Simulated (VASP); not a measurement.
# Na: Na into a neighbouring Na vacancy, part 3 of 5

Aim: the barrier for one hop in Na: Na into a neighbouring Na vacancy.

VASP 6.6.1; PBEsol; plane waves and PAW (Na).

So far. Step 2 (Relax the host): The run ended after 3 ionic steps, 0.002 eV below its first step, once forces and stress met EDIFFG = -0.02. Step 3 (Relax the start): The run ended after 5 ionic steps, 0.038 eV below its first step, once the forces on the free atoms met EDIFFG = -0.05.

## 4. Relax the end

The end state is relaxed in the same way, so that both ends share their errors.

File INCAR:

```
SYSTEM = Na
PREC = Normal
ENCUT = 280
EDIFF = 1E-05
NELM = 120
ISMEAR = 1
SIGMA = 0.15
LREAL = Auto
ALGO = Fast
GGA = PS
LORBIT = 11
LWAVE = .FALSE.
LCHARG = .FALSE.
KPAR = 6
IBRION = 2
NSW = 60
ISIF = 2
EDIFFG = -0.05
POTIM = 0.4
MAXMIX = 40
ISYM = 0
```

File POSCAR:

```
Na
1.0
   12.5364457464      0.0000000000      0.0000000000
    0.0000000000     12.5364457464      0.0000000000
    0.0000000000      0.0000000000     12.5364457464
Na
53
Direct
    0.3333308335      0.0014351219     -0.0003775605
    0.6656626263      0.0003693408      0.0011169861
    0.0010587651      0.3364801165      0.0003336950
   -0.0009451006     -0.0002009807      0.3332176729
    0.0001734740     -0.0000479048      0.0002775363
    0.3306677452      0.3346568806     -0.0009169094
    0.3314617363      0.0010174354      0.3354349274
    0.5007865517      0.1669237720      0.1651794504
    0.6712478174      0.3347376526     -0.0018175721
    0.6654228725      0.0001387622      0.3308529953
    0.8336023576      0.1659342876      0.1686229957
    0.0015349720      0.6623412215      0.0000665302
   -0.0025804244      0.3351035926      0.3336015207
    0.1675415645      0.4983007549      0.1695836501
    0.3365560543      0.6649679858      0.0005947700
   -0.0010741520     -0.0000376023      0.6646475346
    0.1696454145      0.1651204876      0.4995276431
    0.3341333733      0.3323002483      0.3329515466
    0.4991007980      0.4997870836      0.1647992433
    0.6659679231      0.6663366004     -0.0005324093
    0.3334237735     -0.0004676002      0.6678683014
    0.4994843899      0.1664486630      0.4989394421
    0.6658266920      0.3313160266      0.3341609760
    0.8315106189      0.4988100991      0.1672397871
    0.6673089115     -0.0006383225      0.6634452340
    0.8340041985      0.1670807609      0.4977467597
    0.0012289322      0.6655481682      0.3315366708
    0.1668193905      0.8330486108      0.1669899226
   -0.0025617278      0.3362244719      0.6657052162
    0.1642103735      0.5009872690      0.4994339638
    0.3338515958      0.6661248729      0.3332380266
    0.5003920933      0.8321421617      0.1677494929
    0.1659170123      0.1652792126      0.8334562269
    0.3340433292      0.3329678719      0.6652906470
    0.5009887740      0.4971916621      0.4983554124
    0.6667297195      0.6644953026      0.3333779939
    0.8332458075      0.8347671365      0.1652072573
    0.4990014610      0.1671982076      0.8294126629
    0.6716123146      0.3322187419      0.6655023254
    0.8347071318      0.4999364543      0.4971611912
    0.8343335010      0.1680312925      0.8326155122
   -0.0004492507      0.6674419815      0.6652168455
    0.1673660492      0.8336512839      0.4989232473
    0.1644457791      0.4996400801      0.8319367297
    0.3349309316      0.6668965331      0.6679143641
    0.5002147689      0.8337527522      0.4987508438
    0.5010657685      0.5028472157      0.8328392737
    0.6657209847      0.6664148622      0.6658988569
    0.8322142293      0.8335538003      0.4995358851
    0.8356288381      0.5000003217      0.8338500858
    0.1681854734      0.8328535229      0.8356254288
    0.4989906322      0.8320437689      0.8327490098
    0.8331503191      0.8310977424      0.8332773449
```

File KPOINTS:

```
Automatic mesh
0
Monkhorst-Pack
2 2 2
0 0 0
```

PAW data sets: Na (PBE family, release 64).

Launch:

```sh
$ mpirun -np 6 vasp_std
```

The program printed:

```text
[... set-up lines as in an earlier step ...]
 entering main loop
       N       E                     dE             d eps       ncg     rms          rms(c)
DAV:   1    -0.267424016383E+02   -0.26742E+02   -0.73677E+03   424   0.365E+02
DAV:   2    -0.702521587987E+02   -0.43510E+02   -0.40530E+02   492   0.506E+01
DAV:   3    -0.730103285326E+02   -0.27582E+01   -0.26085E+01   536   0.109E+01
DAV:   4    -0.731039469104E+02   -0.93618E-01   -0.92964E-01   584   0.217E+00
DAV:   5    -0.731077446169E+02   -0.37977E-02   -0.37968E-02   576   0.375E-01    0.171E+00
RMM:   6    -0.729873599722E+02    0.12038E+00   -0.10839E-01   424   0.331E-01    0.109E+00
RMM:   7    -0.729594235420E+02    0.27936E-01   -0.40177E-02   424   0.358E-01    0.586E-01
RMM:   8    -0.729490086861E+02    0.10415E-01   -0.15779E-02   424   0.248E-01    0.902E-02
RMM:   9    -0.729483442524E+02    0.66443E-03   -0.16368E-03   428   0.114E-01    0.210E-02
RMM:  10    -0.729483432815E+02    0.97089E-06   -0.47627E-04   442   0.607E-02    0.965E-03
RMM:  11    -0.729483529651E+02   -0.96836E-05   -0.13257E-04   486   0.270E-02    0.310E-03
RMM:  12    -0.729483538584E+02   -0.89330E-06   -0.18840E-05   313   0.103E-02
   1 F= -.72948354E+02 E0= -.72949978E+02  d E =-.729484E+02
 curvature:   0.00 expect dE= 0.000E+00 dE for cont linesearch  0.000E+00
 trial: gam= 0.00000 g(F)=  0.298E-02 g(S)=  0.000E+00 ort = 0.000E+00 (trialstep = 0.100E+01)
 search vector abs. value=  0.298E-02
 bond charge predicted
       N       E                     dE             d eps       ncg     rms          rms(c)
DAV:   1    -0.729512898700E+02   -0.29369E-02   -0.19390E-03   528   0.138E-01    0.565E-03
RMM:   2    -0.729512887391E+02    0.11309E-05   -0.38391E-05   412   0.191E-02
   2 F= -.72951289E+02 E0= -.72952863E+02  d E =-.293488E-02
[...]
3 F= -.72959537E+02 E0= -.72960956E+02  d E =-.111834E-01
[...]
4 F= -.72973483E+02 E0= -.72974623E+02  d E =-.251294E-01
 curvature:  -6.13 expect dE=-0.912E-02 dE for cont linesearch -0.853E-02
 ZBRENT: increasing intervall
 opt :  22.0000  next Energy=   -72.991045 (dE=-0.427E-01)
 bond charge predicted
       N       E                     dE             d eps       ncg     rms          rms(c)
DAV:   1    -0.729914691211E+02   -0.17990E-01   -0.27868E-01   424   0.165E+00    0.685E-02
RMM:   2    -0.729910786418E+02    0.39048E-03   -0.65860E-03   424   0.230E-01    0.169E-03
RMM:   3    -0.729911591276E+02   -0.80486E-04   -0.70612E-04   424   0.809E-02    0.205E-03
RMM:   4    -0.729911764386E+02   -0.17311E-04   -0.16655E-04   486   0.358E-02    0.342E-03
RMM:   5    -0.729911793095E+02   -0.28709E-05   -0.28600E-05   353   0.147E-02
   5 F= -.72991179E+02 E0= -.72991876E+02  d E =-.428255E-01
 curvature: -12.62 expect dE=-0.859E-02 dE for cont linesearch -0.338E-02
 trial: gam=-0.07160 g(F)=  0.681E-03 g(S)=  0.000E+00 ort = 0.894E-03 (trialstep = 0.520E+01)
 search vector abs. value=  0.568E-03
 reached required accuracy - stopping structural energy minimisation
```

It took 75 s on 6 MPI ranks of AMD EPYC 7R43, shared host; peak memory 2.8 GiB; 7.4 min of CPU time.

From OUTCAR (step 4):

```text
 Found      4 irreducible k-points:

   NELECT =      53.0000    total number of electrons

 E-fermi :   0.6771

 k-point     1 :       0.2500    0.2500    0.2500
  band No.  band energies     occupation
    ...
     22       0.2934      2.00178
     23       0.3232      2.00423
     24       0.3235      2.00427
     25       0.3320      2.00538
     26       0.4085      2.02959
     27       0.7534      0.25086
     28       0.7554      0.23660
     29       0.7564      0.22954
     30       0.7631      0.18450
     31       0.7635      0.18202
    ...

 k-point     2 :      -0.2500    0.2500    0.2500
  band No.  band energies     occupation
    ...
     22       0.2939      2.00181
     23       0.3228      2.00420
     24       0.3232      2.00424
     25       0.3323      2.00542
     26       0.4077      2.02916
     27       0.7535      0.25004
     28       0.7563      0.23030
     29       0.7568      0.22659
     30       0.7631      0.18453
     31       0.7636      0.18190
    ...

  Total       -0.7108742     -0.7200631     -0.7207411      0.0157039     -0.0003709     -0.0119653
  in kB       -0.5780695     -0.5855417     -0.5860931      0.0127701     -0.0003016     -0.0097299
  external PRESSURE =      -0.5832348 kB  Pullay stress =       0.0000000 kB

 POSITION                                       TOTAL-FORCE (eV/Angst)
 -----------------------------------------------------------------------------------
      4.15885      0.03840      0.03030        -0.022465      0.016905      0.012775
      8.34879      0.00278     12.52460         0.005183     -0.009084     -0.005831
      0.03243      4.16577      0.03678         0.018340     -0.022957      0.014190
      0.02584      0.02170      4.15292         0.023846      0.018079     -0.023864
      0.02575      0.02669      0.02717         0.021686      0.018012      0.020738
      4.13813      4.15928      0.00932        -0.014463     -0.021786      0.019405
      4.14798      0.03124      4.14684        -0.017026      0.021660     -0.020552
      6.29647      2.10280      2.06834         0.026837     -0.000224      0.005009
      8.37935      4.18472     12.51354        -0.004038      0.004073     -0.004002
      8.34786     12.53313      4.16582         0.003286     -0.005979      0.008418
     10.42441      2.09045      2.09428        -0.029776     -0.001285     -0.005828
      0.00848      8.32999      0.01144        -0.010067      0.007258     -0.009537
      0.01668      4.15659      4.15639         0.027771     -0.021623     -0.023649
      2.10328      6.28487      2.11293        -0.002662      0.029868     -0.007183
      4.18890      8.34155      0.00324         0.007449     -0.000691     -0.013699
     12.52778     12.52710      8.34417        -0.006650     -0.014795      0.002687
      2.09165      2.09249      6.29759        -0.001925     -0.002878      0.025622
      4.15605      4.14148      4.14721        -0.021317     -0.017716     -0.015861
      6.27912      6.25526      2.07882        -0.002352     -0.000180      0.002447
      8.35879      8.35472      0.00029        -0.004636      0.000870     -0.001378
      4.18201     12.52092      8.36267         0.006338     -0.003804     -0.003318
      6.27232      2.08428      6.27082        -0.001811      0.000565      0.003096
      8.35024      4.16754      4.17954         0.004010      0.009633      0.008601
     10.42487      6.26879      2.09625         0.008533     -0.003549     -0.002145
      8.36639     12.53461      8.34059         0.000002     -0.002026      0.006897
     10.44971      2.08455      6.25109        -0.002263     -0.002234      0.003097
     12.53301      8.35947      4.16228        -0.006151      0.001342      0.013379
      2.09693     10.41556      2.08514         0.000424     -0.025420      0.000445
     12.52367      4.18842      8.34068        -0.008080      0.006950      0.002566
      2.08434      6.27848      6.27031         0.000422     -0.002689     -0.006024
      4.19019      8.34841      4.18602         0.007762     -0.001280      0.006435
      6.26886     10.43669      2.09924         0.000131      0.001780     -0.009019
      2.07369      2.08809     10.40794         0.005383      0.002427     -0.026333
      4.18046      4.19118      8.34637         0.007900      0.003173      0.002807
      6.28099      6.25377      6.26910        -0.004733      0.001866     -0.004284
      8.35697      8.34449      4.17422        -0.006998      0.004883     -0.002324
     10.44359     10.43691      2.07616        -0.002029      0.005112      0.002565
      6.27967      2.10253     10.42017        -0.004089     -0.001903      0.006352
[...]
-----------------------------------------------------------------------------------
    total drift:                                0.006404     -0.005556     -0.003915

  FREE ENERGIE OF THE ION-ELECTRON SYSTEM (eV)
  ---------------------------------------------------
  free  energy   TOTEN  =       -72.9911793095 eV

  energy  without entropy=      -72.9932703601  energy(sigma->0) =      -72.99187633

 total charge
# of ion       s       p       d       tot
------------------------------------------
    1        0.094   0.023   0.000   0.117
    2        0.095   0.026   0.000   0.120
    3        0.094   0.023   0.000   0.117
    4        0.094   0.023   0.000   0.118
    5        0.094   0.023   0.000   0.117
    6        0.094   0.023   0.000   0.117
    7        0.094   0.023   0.000   0.117
    8        0.098   0.025   0.000   0.123
    9        0.095   0.026   0.000   0.121
   10        0.095   0.026   0.000   0.121
   11        0.098   0.025   0.000   0.123
   12        0.095   0.026   0.000   0.121
   13        0.095   0.023   0.000   0.118
   14        0.098   0.025   0.000   0.123
   15        0.095   0.026   0.000   0.120
   16        0.095   0.026   0.000   0.120
   17        0.098   0.025   0.000   0.123
   18        0.095   0.023   0.000   0.118
   19        0.095   0.026   0.000   0.121
   20        0.096   0.026   0.000   0.122
   21        0.095   0.026   0.000   0.120
   22        0.095   0.026   0.000   0.121
   23        0.095   0.026   0.000   0.121
   24        0.095   0.026   0.000   0.121
   25        0.095   0.026   0.000   0.121
   26        0.095   0.026   0.000   0.121
   27        0.095   0.026   0.000   0.121
   28        0.098   0.025   0.000   0.123
   29        0.095   0.026   0.000   0.121
   30        0.095   0.026   0.000   0.121
   31        0.095   0.026   0.000   0.121
   32        0.095   0.026   0.000   0.121
   33        0.097   0.025   0.000   0.122
   34        0.095   0.026   0.000   0.121
   35        0.095   0.026   0.000   0.121
   36        0.096   0.026   0.000   0.122
   37        0.095   0.026   0.000   0.121
[...]
--------------------------------------------------
tot          5.051   1.345   0.000   6.396

[... 6 parts as in an earlier step ...]

[... 4 further parts left out ...]
```

Step by step:

| step | energy less that of the first step (eV) | largest force (eV/Å) |
| --- | --- | --- |
| 1 | 0.0000 | 0.0836 |
| 2 | -0.0029 | 0.0811 |
| 3 | -0.0112 | 0.0763 |
| 4 | -0.0251 | 0.0634 |
| 5 | -0.0428 | 0.0424 |

The atoms that moved most (Å):

| atom | dx | dy | dz | length |
| --- | --- | --- | --- | --- |
| Na13 | 0.049 | -0.044 | -0.026 | 0.071 |
| Na3 | 0.019 | -0.052 | 0.033 | 0.065 |
| Na7 | -0.007 | 0.018 | -0.058 | 0.062 |
| Na17 | -0.035 | 0.022 | 0.035 | 0.055 |
| Na4 | 0.038 | 0.024 | -0.024 | 0.051 |
| Na18 | -0.033 | -0.024 | -0.027 | 0.049 |
| Na1 | -0.020 | 0.020 | 0.035 | 0.045 |
| Na33 | -0.006 | 0.016 | -0.041 | 0.044 |

Numbers from this step:

```
free energy (TOTEN)     : -72.9912 eV
energy at zero smearing : -72.9919 eV
```

The run ended after 5 ionic steps, 0.043 eV below its first step, once the forces on the free atoms met EDIFFG = -0.05.

(Continued in part 4 of 5.)

[Lines on the potential files, build, host, timing and source positions are cut from VASP's logs without a mark.]

[Logs are printed without paths, hosts, clocks, repeated set-up lines and the standing remarks that a program may print on its own settings, such as how far it seeks lower states.]

[Hosts, paths, dates, database ids (printed as entryN), source tags and the programs' standing remarks are cut or masked in the printed files.]

[Runs that stopped without an error message from VASP are left out.]
